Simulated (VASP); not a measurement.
Output of a VASP run:

### OSZICAR
```
       N       E                     dE             d eps       ncg     rms          rms(c)
DAV:   1     0.455953345681E+03    0.45595E+03   -0.22055E+04   480   0.187E+03
DAV:   2    -0.606901531633E+01   -0.46202E+03   -0.45514E+03   584   0.505E+02
DAV:   3    -0.483600354899E+02   -0.42291E+02   -0.42250E+02   672   0.150E+02
DAV:   4    -0.503834095022E+02   -0.20234E+01   -0.20225E+01   680   0.290E+01
DAV:   5    -0.504420726320E+02   -0.58663E-01   -0.58661E-01   656   0.385E+00    0.268E+01
DAV:   6    -0.400689442731E+02    0.10373E+02   -0.66247E+01   728   0.746E+01    0.160E+01
DAV:   7    -0.401647511137E+02   -0.95807E-01   -0.93557E+00   592   0.233E+01    0.104E+01
DAV:   8    -0.401651505113E+02   -0.39940E-03   -0.18666E+00   592   0.146E+01    0.275E+00
DAV:   9    -0.400973253066E+02    0.67825E-01   -0.42937E-01   616   0.644E+00    0.894E-01
DAV:  10    -0.401022178319E+02   -0.48925E-02   -0.13715E-01   656   0.255E+00    0.871E-01
DAV:  11    -0.400929737900E+02    0.92440E-02   -0.70516E-02   712   0.222E+00    0.174E-01
DAV:  12    -0.400929034678E+02    0.70322E-04   -0.28258E-03   632   0.561E-01    0.101E-01
DAV:  13    -0.400928078651E+02    0.95603E-04   -0.78252E-04   704   0.273E-01    0.308E-02
DAV:  14    -0.400928254919E+02   -0.17627E-04   -0.82632E-05   696   0.885E-02    0.202E-02
DAV:  15    -0.400928223258E+02    0.31661E-05   -0.13477E-05   600   0.418E-02    0.640E-03
DAV:  16    -0.400928231164E+02   -0.79069E-06   -0.22176E-06   424   0.131E-02
   1 F= -.41056822E+02 E0= -.41056822E+02  d E =-.410568E+02
       N       E                     dE             d eps       ncg     rms          rms(c)
DAV:   1    -0.400921289178E+02    0.69341E-03   -0.74743E-02   560   0.293E+00    0.462E-01
DAV:   2    -0.400898228415E+02    0.23061E-02   -0.82162E-03   552   0.950E-01    0.162E-01
DAV:   3    -0.400894703876E+02    0.35245E-03   -0.23000E-03   592   0.316E-01    0.565E-02
DAV:   4    -0.400894815555E+02   -0.11168E-04   -0.46047E-04   672   0.117E-01    0.526E-02
DAV:   5    -0.400894966460E+02   -0.15090E-04   -0.49100E-05   784   0.683E-02    0.421E-02
DAV:   6    -0.400895118144E+02   -0.15168E-04   -0.19948E-05   632   0.255E-02    0.230E-02
DAV:   7    -0.400895233916E+02   -0.11577E-04   -0.16964E-05   752   0.241E-02    0.459E-03
DAV:   8    -0.400895248068E+02   -0.14152E-05   -0.15450E-06   384   0.851E-03    0.130E-03
DAV:   9    -0.400895250076E+02   -0.20078E-06   -0.39984E-07   264   0.484E-03
   2 F= -.41056813E+02 E0= -.41056813E+02  d E =0.880264E-05
       N       E                     dE             d eps       ncg     rms          rms(c)
DAV:   1    -0.400920538411E+02   -0.25290E-02   -0.20595E-02   552   0.154E+00    0.242E-01
DAV:   2    -0.400914310829E+02    0.62276E-03   -0.22787E-03   552   0.497E-01    0.864E-02
DAV:   3    -0.400913315587E+02    0.99524E-04   -0.65616E-04   592   0.166E-01    0.309E-02
DAV:   4    -0.400913318449E+02   -0.28619E-06   -0.12851E-04   664   0.615E-02    0.284E-02
DAV:   5    -0.400913342354E+02   -0.23905E-05   -0.13391E-05   800   0.373E-02    0.224E-02
DAV:   6    -0.400913367913E+02   -0.25559E-05   -0.60991E-06   536   0.139E-02    0.119E-02
DAV:   7    -0.400913375428E+02   -0.75142E-06   -0.48958E-06   680   0.125E-02
   3 F= -.41056898E+02 E0= -.41056898E+02  d E =-.761808E-04
```

### OUTCAR
```
------------------------ aborting loop because EDIFF is reached ----------------------------------------
  Edisp (eV):   -0.96556
  FORCE on cell =-STRESS in cart. coord.  units (eV):
  Direction    XX          YY          ZZ          XY          YZ          ZX
  --------------------------------------------------------------------------------------
  Total       0.00437     0.00437     0.00437     0.00000     0.00000     0.00000
  in kB       0.11623     0.11623     0.11623     0.00000     0.00000     0.00000
  external pressure =        0.12 kB  Pullay stress =        0.00 kB
  volume of cell :       60.25
      direct lattice vectors                 reciprocal lattice vectors
     3.920397723  0.000000000 -0.000000000     0.255076161  0.000000000 -0.000000000
    -0.000000000  3.920397723 -0.000000000    -0.000000000  0.255076161 -0.000000000
     0.000000000  0.000000000  3.920397723     0.000000000  0.000000000  0.255076161
 POSITION                                       TOTAL-FORCE (eV/Angst)
 -----------------------------------------------------------------------------------
      0.00000      0.00000      0.00000         0.000000     -0.000000      0.000000
      1.96020      1.96020      1.96020        -0.000000      0.000000      0.000000
      1.96020      0.00000      1.96020         0.000000      0.000000      0.000000
     -0.00000      1.96020      1.96020        -0.000000      0.000000      0.000000
      1.96020      1.96020     -0.00000         0.000000     -0.000000      0.000000
 -----------------------------------------------------------------------------------
    total drift:                                0.000000      0.000000     -0.000000
  FREE ENERGIE OF THE ION-ELECTRON SYSTEM (eV)
  ---------------------------------------------------
  free  energy   TOTEN  =       -41.0568982751 eV

  energy  without entropy=      -41.0568982751  energy(sigma->0) =      -41.05689828

 reached required accuracy - stopping structural energy minimisation
```
(Selected blocks of OUTCAR.)

**POSCAR**
```
SrTiO3
1
    3.9223401327     0.0000000000    -0.0000000000
    0.0000000000     3.9223401327    -0.0000000000
    0.0000000000     0.0000000000     3.9223401327
Sr Ti O
1 1 3
Direct
  0.0000000000   0.0000000000   0.0000000000
  0.5000000000   0.5000000000   0.5000000000
  0.5000000000   0.0000000000   0.5000000000
  0.0000000000   0.5000000000   0.5000000000
  0.5000000000   0.5000000000   0.0000000000
```

### Question
Reconstruct the remaining input files.

### Answer
This is not unique; one that fits is the input of the run itself, PBE GGA with D4 dispersion, plane waves, VASP's PBE PAW potentials (set 64).

### INCAR
```
ALGO = Normal
EDIFF = 1E-6
EDIFFG = -0.02
ENCUT = 520
GGA = PE
IBRION = 2
ISIF = 3
ISMEAR = 0
IVDW = 13
LASPH = .TRUE.
LCHARG = .FALSE.
LMAXMIX = 4
LREAL = .FALSE.
LWAVE = .FALSE.
NELM = 100
NSW = 60
PREC = Accurate
SIGMA = 0.05
SYSTEM = SrTiO3
```

File KPOINTS:
```
Automatic
0
G
5 5 5
0 0 0
```

POTCAR, in this order: Sr_sv Ti_sv O (PBE.64 set). Program: vasp_std.

The compound is SrTiO3 in the cubic perovskite structure, the ideal cubic form; the compound distorts at low or room temperature. This run relaxes it. Symmetry was kept, so distortions that lower it aren't found. The start is the result of an earlier pass.
